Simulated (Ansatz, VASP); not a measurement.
# ZnWO4 in two plane-wave programs, part 2 of 2

Aim: how closely do two programs agree when they are given the same cell, functional and k mesh? The cell is taken from a series of runs on this material, whose earlier steps may have relaxed, scaled, displaced or heated it; both programs get it as it stands.

VASP 6.6.1 and Ansatz 0.2.0.

So far: Set-up; Ansatz: dielectric response, LDA.

## (3) VASP: dielectric response, LDA

Level of this step: LDA, no spin polarisation; plane waves and PAW (Zn, W, O) (VASP).

The same cell, functional (in two slightly different forms) and mesh now go to VASP, with its own data sets.

Lines of VASP's logs that name or quote its potential files are left out, and so is its time.

INCAR reads:

```
SYSTEM = ZnWO4
PREC = Accurate
ENCUT = 520
EDIFF = 1E-08
NELM = 120
ISMEAR = 0
SIGMA = 0.01
LREAL = .FALSE.
ALGO = Normal
GGA = PW92
NBANDS = 54
LASPH = .TRUE.
LORBIT = 11
LWAVE = .FALSE.
LCHARG = .FALSE.
ISIF = 2
LEPSILON = .TRUE.
GGA_COMPAT = .FALSE.
EFERMI = MIDGAP
KPAR = 2
```

POSCAR reads:

```
ZnWO4
1.0
    4.6986000000      0.0000000000      0.0000000000
    0.0000000000      5.7293000000      0.0000000000
   -0.0529884090      0.0000000000      4.9364156144
Zn W O
2 2 8
Direct
    0.5000000000      0.6840000000      0.2500000000
    0.5000000000      0.3160000000      0.7500000000
    0.0000000000      0.1825800000      0.2500000000
    0.0000000000      0.8174200000      0.7500000000
    0.2169000000      0.1051000000      0.9363000000
    0.7831000000      0.1051000000      0.5637000000
    0.7831000000      0.8949000000      0.0637000000
    0.2169000000      0.8949000000      0.4363000000
    0.2565000000      0.3777000000      0.3996000000
    0.7435000000      0.3777000000      0.1004000000
    0.7435000000      0.6223000000      0.6004000000
    0.2565000000      0.6223000000      0.8996000000
```

KPOINTS reads:

```
Automatic mesh
0
Gamma
4 4 4
0 0 0
```

PAW data sets: Zn, W and O (LDA family, release 64).

On the command line:

```sh
$ mpirun -np 2 vasp_std
```

Numbers of over 12 decimals in the logs are rounded to 6 here.

What it wrote:

```text
[banner, memory and clock lines left out]
running    2 mpi-ranks, on    1 nodes
 distrk:  each k-point on    1 cores,    2 groups
 distr:  one band on    1 cores,    1 groups

 POSCAR found type information on POSCAR ZnW O
 POSCAR found :  3 types and      12 ions
|                                                                             |
|               ----> ADVICE to this user running VASP <----                  |
|                                                                             |
|     You enforced a specific xc type in the INCAR file but a different       |
|     [... a line on the potential file left out ...]
|     I HOPE YOU KNOW WHAT YOU ARE DOING!                                     |
|                                                                             |

 LDA part: xc-table for (Slater(with rela. corr.)+PW92), standard interpolation
 POSCAR, INCAR and KPOINTS ok, starting setup
 FFT: planning ... GRIDC
 FFT: planning ... GRID_SOFT
 FFT: planning ... GRID
 WAVECAR not read
 entering main loop
       N       E                     dE             d eps       ncg     rms          rms(c)
DAV:   1     0.933935065388E+03    0.93394E+03   -0.40416E+04  3240   0.183E+03
DAV:   2     0.280384832143E+02   -0.90590E+03   -0.84846E+03  3488   0.493E+02
DAV:   3    -0.114731553419E+03   -0.14277E+03   -0.13912E+03  3526   0.191E+02
DAV:   4    -0.121425769644E+03   -0.66942E+01   -0.66274E+01  3840   0.455E+01
DAV:   5    -0.121543330253E+03   -0.11756E+00   -0.11728E+00  3912   0.620E+00    0.745E+01
DAV:   6    -0.102627540195E+03    0.18916E+02   -0.82375E+01  4792   0.736E+01    0.182E+01
DAV:   7    -0.101923458700E+03    0.70408E+00   -0.15728E+01  4118   0.245E+01    0.254E+01
DAV:   8    -0.101314289188E+03    0.60917E+00   -0.16434E+00  4136   0.147E+01    0.371E+00
DAV:   9    -0.101284369159E+03    0.29920E-01   -0.32228E-01  4660   0.102E+01    0.567E-01
DAV:  10    -0.101286449607E+03   -0.20804E-02   -0.54281E-02  3762   0.143E+00    0.321E-01
DAV:  11    -0.101286415986E+03    0.33622E-04   -0.76497E-03  3938   0.460E-01    0.259E-01
DAV:  12    -0.101286287600E+03    0.12839E-03   -0.10496E-03  4820   0.334E-01    0.718E-02
DAV:  13    -0.101286290121E+03   -0.25215E-05   -0.32238E-04  4708   0.206E-01    0.244E-02
DAV:  14    -0.101286280404E+03    0.97172E-05   -0.64404E-05  4386   0.635E-02    0.187E-02
DAV:  15    -0.101286280915E+03   -0.51098E-06   -0.49838E-06  4604   0.261E-02    0.132E-02
DAV:  16    -0.101286279438E+03    0.14772E-05   -0.50633E-06  4816   0.286E-02    0.517E-03
DAV:  17    -0.101286279416E+03    0.21635E-07   -0.11003E-06  4364   0.100E-02    0.162E-03
DAV:  18    -0.101286279406E+03    0.10257E-07   -0.63148E-08  3470   0.288E-03    0.475E-04
DAV:  19    -0.101286279404E+03    0.17644E-08   -0.23952E-08  2346   0.163E-03
   1 F= -.10128628E+03 E0= -.10128628E+03  d E =0.000000E+00
 Linear response reoptimize wavefunctions to high precision
DAV:   1    -0.101286279405E+03   -0.66029E-09   -0.90406E-09  2122   0.114E-03
DAV:   2    -0.101286279405E+03   -0.34925E-09   -0.36600E-09  2064   0.342E-04
DAV:   3    -0.101286279405E+03   -0.74579E-10   -0.68393E-10  2004   0.176E-04
 Linear response G [H, r] |phi>, progress :
  Direction:   1
       N       E                     dE             d eps       ncg     rms
RMM:   1    -0.327007662118E+03   -0.32701E+03    0.14464E+02  7967   0.113E+02
RMM:   2    -0.292362289858E+03    0.34645E+02   -0.40292E+01  5284   0.403E+01
RMM:   3    -0.293681824228E+03   -0.13195E+01   -0.25336E+00  5627   0.615E+00
RMM:   4    -0.293737859857E+03   -0.56036E-01   -0.75543E-02  5729   0.109E+00
RMM:   5    -0.293739887255E+03   -0.20274E-02   -0.57300E-03  5733   0.242E-01
RMM:   6    -0.293740035477E+03   -0.14822E-03   -0.35619E-04  5871   0.619E-02
RMM:   7    -0.293740054073E+03   -0.18596E-04    0.16012E-05  6034   0.185E-02
RMM:   8    -0.293740052842E+03    0.12312E-05    0.89381E-05  6100   0.781E-03
RMM:   9    -0.293740054314E+03   -0.14719E-05    0.55231E-05  5974   0.493E-03
RMM:  10    -0.293740050374E+03    0.39394E-05    0.27859E-04  5438   0.414E-03
RMM:  11    -0.293740056384E+03   -0.60100E-05    0.16440E-04  5216   0.391E-03
RMM:  12    -0.293740052120E+03    0.42641E-05    0.81461E-05  4616   0.383E-03
RMM:  13    -0.293740056199E+03   -0.40792E-05    0.22490E-04  4517   0.381E-03
 Linear response G [H, r] |phi>, progress :
  Direction:   2
       N       E                     dE             d eps       ncg     rms
RMM:   1    -0.327551397041E+03   -0.32755E+03    0.12799E+02  7889   0.111E+02
RMM:   2    -0.291137827171E+03    0.36414E+02   -0.40088E+01  5285   0.388E+01
RMM:   3    -0.292147220024E+03   -0.10094E+01   -0.24122E+00  5641   0.596E+00
RMM:   4    -0.292199813313E+03   -0.52593E-01   -0.71802E-02  5709   0.105E+00
RMM:   5    -0.292201585045E+03   -0.17717E-02   -0.53613E-03  5736   0.237E-01
[...]
RMM:   1    -0.324474971099E+03   -0.32447E+03    0.17982E+02  7926   0.113E+02
RMM:   2    -0.290669181840E+03    0.33806E+02   -0.36076E+01  5311   0.400E+01
RMM:   3    -0.292275585655E+03   -0.16064E+01   -0.25129E+00  5650   0.609E+00
RMM:   4    -0.292326759557E+03   -0.51174E-01   -0.70694E-02  5711   0.108E+00
RMM:   5    -0.292328693967E+03   -0.19344E-02   -0.52273E-03  5726   0.240E-01
[...]
change of polarisation eV/A/(eV/A) component  2 :     0.036     3.585     0.018
 dielectric tensor                  component  2 :     0.049     5.882     0.025
 Linear response to external field (no local field effect), progress :
  Direction:   3
       N       E                     dE             d eps       ncg     rms          rms(c)
RMM:   1    -0.190302330285E+01   -0.19030E+01   -0.89675E+00  6478   0.582E+00
RMM:   2    -0.199885272005E+01   -0.95829E-01   -0.58672E-02  5215   0.162E+00
RMM:   3    -0.200712039484E+01   -0.82677E-02   -0.86379E-03  5508   0.269E-01
RMM:   4    -0.200741462071E+01   -0.29423E-03   -0.32335E-04  5685   0.497E-02
RMM:   5    -0.200742393809E+01   -0.93174E-05   -0.20835E-05  5734   0.111E-02
RMM:   6    -0.200742478826E+01   -0.85017E-06   -0.15943E-06  5801   0.285E-03
RMM:   7    -0.200742485306E+01   -0.64801E-07   -0.45409E-07  5770   0.933E-04
RMM:   8    -0.200742485865E+01   -0.55855E-08   -0.29841E-07  4594   0.474E-04
RMM:   9    -0.200742485997E+01   -0.13205E-08   -0.25965E-07  3710   0.355E-04
RMM:  10    -0.200742485623E+01    0.37383E-08    0.24191E-07  3378   0.325E-04
RMM:  11    -0.200742485323E+01    0.29987E-08   -0.12236E-07  3275   0.317E-04
RMM:  12    -0.200742485559E+01   -0.23574E-08   -0.13943E-07  3059   0.314E-04
RMM:  13    -0.200742485402E+01    0.15657E-08   -0.41681E-07  2799   0.314E-04
 change of polarisation eV/A/(eV/A) component  3 :     0.083     0.018     4.015
 dielectric tensor                  component  3 :     0.113     0.025     6.467
 Linear response to external field, progress :
  Direction:   1
       N       E                     dE             d eps       ncg     rms          rms(c)
RMM:   1    -0.200883316077E+01   -0.20088E+01   -0.98804E+00  6343   0.582E+00
RMM:   2    -0.210839627252E+01   -0.99563E-01   -0.75993E-02  5221   0.161E+00    0.439E+00
RMM:   3    -0.177999806267E+01    0.32840E+00   -0.27263E+00  5510   0.562E+00    0.332E+00
RMM:   4    -0.162483507017E+01    0.15516E+00   -0.45008E-01  5127   0.258E+00    0.858E-01
RMM:   5    -0.163908830172E+01   -0.14253E-01   -0.11782E-01  5551   0.141E+00    0.378E-01
RMM:   6    -0.164001355551E+01   -0.92525E-03   -0.62305E-03  5691   0.316E-01    0.169E-01
RMM:   7    -0.163993115334E+01    0.82402E-04   -0.18820E-03  5688   0.166E-01    0.596E-02
RMM:   8    -0.164133467560E+01   -0.14035E-02   -0.90691E-05  5753   0.413E-02    0.154E-02
RMM:   9    -0.164162786349E+01   -0.29319E-03   -0.16092E-05  5826   0.113E-02    0.497E-03
RMM:  10    -0.164163808151E+01   -0.10218E-04   -0.45667E-06  5850   0.456E-03    0.787E-04
RMM:  11    -0.164163840548E+01   -0.32397E-06   -0.27371E-06  5956   0.116E-03    0.400E-04
RMM:  12    -0.164163870693E+01   -0.30145E-06   -0.19357E-06  5944   0.480E-04    0.128E-04
RMM:  13    -0.164163571253E+01    0.29944E-05   -0.50726E-06  5222   0.280E-04    0.607E-05
RMM:  14    -0.164163466509E+01    0.10474E-05   -0.28292E-07  4225   0.247E-04    0.246E-05
RMM:  15    -0.164163451384E+01    0.15125E-06   -0.13162E-06  3919   0.242E-04    0.488E-06
 change of polarisation eV/A/(eV/A) component  1 :     3.163     0.031     0.057
 dielectric tensor                  component  1 :     5.307     0.043     0.077
 Linear response to external field, progress :
  Direction:   2
       N       E                     dE             d eps       ncg     rms          rms(c)
RMM:   1    -0.169473815431E+01   -0.16947E+01   -0.75644E+00  6426   0.564E+00
RMM:   2    -0.178606783976E+01   -0.91330E-01   -0.68184E-02  5133   0.157E+00    0.346E+00
RMM:   3    -0.160540701632E+01    0.18066E+00   -0.12334E+00  5442   0.401E+00    0.271E+00
RMM:   4    -0.154879211586E+01    0.56615E-01   -0.19911E-01  5370   0.168E+00    0.789E-01
RMM:   5    -0.155774568247E+01   -0.89536E-02   -0.26115E-02  5622   0.710E-01    0.300E-01
RMM:   6    -0.157049935796E+01   -0.12754E-01   -0.37779E-03  5695   0.234E-01    0.120E-01
RMM:   7    -0.157162410690E+01   -0.11247E-02   -0.37337E-04  5757   0.540E-02    0.837E-02
RMM:   8    -0.157251088030E+01   -0.88677E-03   -0.68021E-05  5702   0.296E-02    0.113E-02
RMM:   9    -0.157257108134E+01   -0.60201E-04   -0.18311E-05  5501   0.779E-03    0.358E-03
RMM:  10    -0.157258513328E+01   -0.14052E-04   -0.78738E-06  5918   0.281E-03    0.884E-04
RMM:  11    -0.157258529919E+01   -0.16592E-06    0.17568E-06  5866   0.107E-03    0.253E-04
RMM:  12    -0.157258565317E+01   -0.35398E-06   -0.56218E-06  5784   0.449E-04    0.103E-04
RMM:  13    -0.157258435124E+01    0.13019E-05    0.16251E-06  5161   0.344E-04    0.259E-05
RMM:  14    -0.157258435188E+01   -0.63955E-09    0.30811E-06  3068   0.295E-04    0.990E-06
 change of polarisation eV/A/(eV/A) component  2 :     0.033     3.024     0.014
 dielectric tensor                  component  2 :     0.044     5.118     0.019
 Linear response to external field, progress :
  Direction:   3
       N       E                     dE             d eps       ncg     rms          rms(c)
RMM:   1    -0.190302330285E+01   -0.19030E+01   -0.89675E+00  6478   0.582E+00
RMM:   2    -0.199885234753E+01   -0.95829E-01   -0.58668E-02  5213   0.162E+00    0.304E+00
RMM:   3    -0.186055513960E+01    0.13830E+00   -0.92469E-01  5516   0.338E+00    0.189E+00
RMM:   4    -0.182499329697E+01    0.35562E-01   -0.11098E-01  5367   0.142E+00    0.777E-01
RMM:   5    -0.185262900571E+01   -0.27636E-01   -0.28413E-02  5593   0.767E-01    0.230E-01
RMM:   6    -0.185724146448E+01   -0.46125E-02   -0.20351E-03  5714   0.184E-01    0.989E-02
RMM:   7    -0.185784387517E+01   -0.60241E-03   -0.96207E-04  5678   0.121E-01    0.573E-02
RMM:   8    -0.185877510990E+01   -0.93123E-03   -0.15287E-04  5530   0.467E-02    0.821E-03
RMM:   9    -0.185890924313E+01   -0.13413E-03   -0.89747E-06  5830   0.903E-03    0.138E-03
RMM:  10    -0.185894075196E+01   -0.31509E-04   -0.65649E-06  5891   0.213E-03    0.455E-04
RMM:  11    -0.185893867623E+01    0.20757E-05    0.11594E-06  5991   0.690E-04    0.358E-04
RMM:  12    -0.185893917849E+01   -0.50226E-06   -0.13441E-06  5846   0.451E-04    0.178E-04
RMM:  13    -0.185893956899E+01   -0.39049E-06    0.16142E-07  5827   0.415E-04    0.418E-05
RMM:  14    -0.185893926234E+01    0.30665E-06    0.19518E-06  4202   0.337E-04    0.167E-05
RMM:  15    -0.185893891166E+01    0.35068E-06    0.43347E-06  3549   0.329E-04    0.336E-06
 change of polarisation eV/A/(eV/A) component  3 :     0.057     0.016     3.583
 dielectric tensor                  component  3 :     0.077     0.022     5.879
 Born effective charges drift removed
```

Parts of OUTCAR (step 3):

```text
ion  position               nearest neighbor table
   1  0.500  0.684  0.250-   7 2.03   8 2.03  11 2.09  12 2.09   9 2.23  10 2.23
   2  0.500  0.316  0.750-   5 2.03   6 2.03   9 2.09  10 2.09  11 2.23  12 2.23
   3  0.000  0.183  0.250-   9 1.80  10 1.80   5 1.92   6 1.92   7 2.14   8 2.14   4 3.24   4 3.24

  LATTYP: Found a simple monoclinic cell.
 ALAT       =     4.6986000000
 B/A-ratio  =     1.2193632146
 C/A-ratio  =     1.0506746690
 COS(beta)  =    -0.0107335688

 Subroutine GETGRP returns: Found  4 space group operations
 (whereof  2 operations were pure point group operations)

The static configuration has the point symmetry S_2 .
 The point group associated with its full space group is C_2h.

 Found     30 irreducible k-points:

   k-points           NKPTS =     30   k-points in BZ     NKDIM =     30   number of bands    NBANDS=     54

   dimension x,y,z NGX =    36 NGY =   48 NGZ =   40
   dimension x,y,z NGXF=    72 NGYF=   96 NGZF=   80

   ENCUT  =  520.0 eV  38.22 Ry    6.18 a.u.   8.74 10.65  9.18*2*pi/ulx,y,z

   NELECT =      84.0000    total number of electrons

 k-points in reciprocal lattice and weights: Automatic mesh
   0.00000000  0.00000000  0.00000000       0.016
   0.25000000  0.00000000  0.00000000       0.031
   0.50000000  0.00000000  0.00000000       0.016
   0.00000000  0.25000000  0.00000000       0.031
   0.25000000  0.25000000  0.00000000       0.062
   0.50000000  0.25000000  0.00000000       0.031
   0.00000000  0.50000000  0.00000000       0.016
   0.25000000  0.50000000  0.00000000       0.031
   0.50000000  0.50000000  0.00000000       0.016
[...]
0.25000000  0.50000000  0.50000000       0.031
   0.50000000  0.50000000  0.50000000       0.016

 average (electrostatic) potential at core
       1 -35.8735       2 -35.8735       3 -44.7064       4 -44.7064       5 -73.0809
       6 -73.0809       7 -73.0809       8 -73.0809       9 -73.3550      10 -73.3550
      11 -73.3550      12 -73.3550

  Total       -6.3100140     -5.9850765     -6.3518029      0.0000000      0.0000000      0.0300434
  in kB      -76.0780114    -72.1603335    -76.5818480      0.0000000      0.0000000      0.3622248
  external PRESSURE =     -74.9400643 kB  Pullay stress =       0.0000000 kB

  energy-cutoff  :      520.00
  volume of cell :      132.89
      direct lattice vectors                 reciprocal lattice vectors
     4.698600000  0.000000000  0.000000000     0.212829353  0.000000000  0.002284550
     0.000000000  5.729300000  0.000000000     0.000000000  0.174541392  0.000000000
    -0.052988409  0.000000000  4.936415614     0.000000000  0.000000000  0.202576136

 POSITION                                       TOTAL-FORCE (eV/Angst)
 -----------------------------------------------------------------------------------
      2.33605      3.91884      1.23410        -0.000000     -0.131931      0.000000
      2.30956      1.81046      3.70231         0.000000      0.131931      0.000000
     -0.01325      1.04606      1.23410        -0.000000     -0.108164      0.000000
     -0.03974      4.68324      3.70231         0.000000      0.108164      0.000000
      0.96951      0.60215      4.62197        -0.142261     -0.003576     -0.051242
      3.64960      0.60215      2.78266         0.142261     -0.003576      0.051242
      3.67610      5.12715      0.31445         0.142261      0.003576      0.051242
      0.99601      5.12715      2.15376        -0.142261      0.003576     -0.051242
      1.18402      2.16396      1.97259         0.076316     -0.088149      0.105120
      3.48809      2.16396      0.49562        -0.076316     -0.088149     -0.105120
      3.46159      3.56534      2.96382        -0.076316      0.088149     -0.105120
      1.15752      3.56534      4.44080         0.076316      0.088149      0.105120
 -----------------------------------------------------------------------------------
    total drift:                                0.000000     -0.000000      0.000000

 MACROSCOPIC STATIC DIELECTRIC TENSOR (including local field effects in DFT)
 ------------------------------------------------------
           5.306846     0.000000     0.077494
           0.000000     5.118247     0.000000
           0.077493     0.000000     5.879406
 ------------------------------------------------------

 PIEZOELECTRIC TENSOR (including local field effects)  for field in x, y, z        (C/m^2)
          XX          YY          ZZ          XY          YZ          ZX
  --------------------------------------------------------------------------------
  x     0.00000     0.00000     0.00000     0.00000     0.00000     0.00000
  y     0.00000     0.00000     0.00000     0.00000     0.00000     0.00000
  z     0.00000     0.00000     0.00000     0.00000     0.00000     0.00000

 BORN EFFECTIVE CHARGES (including local field effects) (in |e|, cummulative output)
 ---------------------------------------------------------------------------------
 ion    1
    1     3.42769     0.00000     0.06483
    2     0.00000     2.64285     0.00000
    3    -0.00333     0.00000     2.64583
 ion    2
    1     3.42769     0.00000     0.06483
    2     0.00000     2.64285     0.00000
    3    -0.00333     0.00000     2.64583
 ion    3
    1     5.07563     0.00000     0.09954
    2     0.00000     5.76813     0.00000
    3     0.18883     0.00000     7.44951
 ion    4
    1     5.07563     0.00000     0.09954
    2     0.00000     5.76813     0.00000
    3     0.18883     0.00000     7.44951
 ion    5
    1    -1.89229    -0.33978     0.73131
    2    -0.27740    -1.93304    -0.74743
    3     0.87834    -0.99632    -3.25774
 ion    6
    1    -1.89229     0.33978     0.73131
    2     0.27740    -1.93304     0.74743
    3     0.87834     0.99632    -3.25774
 ion    7
    1    -1.89229    -0.33978     0.73131
    2    -0.27740    -1.93304    -0.74743
    3     0.87834    -0.99632    -3.25774
 ion    8
    1    -1.89229     0.33978     0.73131
    2     0.27740    -1.93304     0.74743
    3     0.87834     0.99632    -3.25774
 ion    9
    1    -2.35937    -1.17096    -0.81349
    2    -1.33908    -2.27245    -0.70029
    3    -0.97109    -0.54376    -1.78993
 ion   10
    1    -2.35937     1.17096    -0.81349
    2     1.33908    -2.27245     0.70029
    3    -0.97109     0.54376    -1.78993
 ion   11
    1    -2.35937    -1.17096    -0.81349
    2    -1.33908    -2.27245    -0.70029
    3    -0.97109    -0.54376    -1.78993
 ion   12
    1    -2.35937     1.17096    -0.81349
    2     1.33908    -2.27245     0.70029
    3    -0.97109     0.54376    -1.78993
```

## (4) Comparison

Known differences besides the potentials themselves: fixed occupations in Ansatz, narrow Gaussian smearing in VASP; VASP's response is taken on the typed mesh, Ansatz refines its own for the field response alone; the data sets hold 100 valence electrons in Ansatz (on its default PAW (the set named soft_2) files) and 84 in VASP; the cutoff is 420 eV in Ansatz and 520 eV in VASP; VASP's log shows a relativistic correction to its local exchange, Ansatz's none. Total energies have different zeros and are not compared.

Compared:

| quantity | Ansatz | VASP | difference |
| --- | --- | --- | --- |
| ε∞ xx | 5.30 | 5.31 | -0.10 % |
| ε∞ yy | 5.12 | 5.12 | -0.01 % |
| ε∞ zz | 5.84 | 5.88 | -0.63 % |
| Born charge of Zn1 (mean of the diagonal) (e) | 2.92 | 2.91 | +0.01 |
| Born charge of W3 (mean of the diagonal) (e) | 6.12 | 6.10 | +0.02 |
| Born charge of O5 (mean of the diagonal) (e) | -2.36 | -2.36 | 0.00 |

## (5) Summary of results

* difference in ε∞ zz (dielectric response, LDA): -0.63 %

**Reading.** The difference in ε∞ zz is -0.63 % (dielectric response, LDA), within the 5 % picked in this series as the mark of a large difference. The data sets hold unlike numbers of valence electrons (100 in Ansatz and 84 in VASP), so part of the differences comes from the potentials. Such differences can come from data sets, numerical settings and the points named under the comparisons, not from the functional's error against experiment.

[Lines on the potential files, build, host, timing and source positions are cut from VASP's logs without a mark.]

[Logs are printed without paths, hosts, clocks, repeated set-up lines and the standing remarks that a program may print on its own settings, such as how far it seeks lower states.]

[Hosts, paths, dates, database ids (printed as entryN), source tags and the programs' standing remarks are cut or masked in the printed files.]
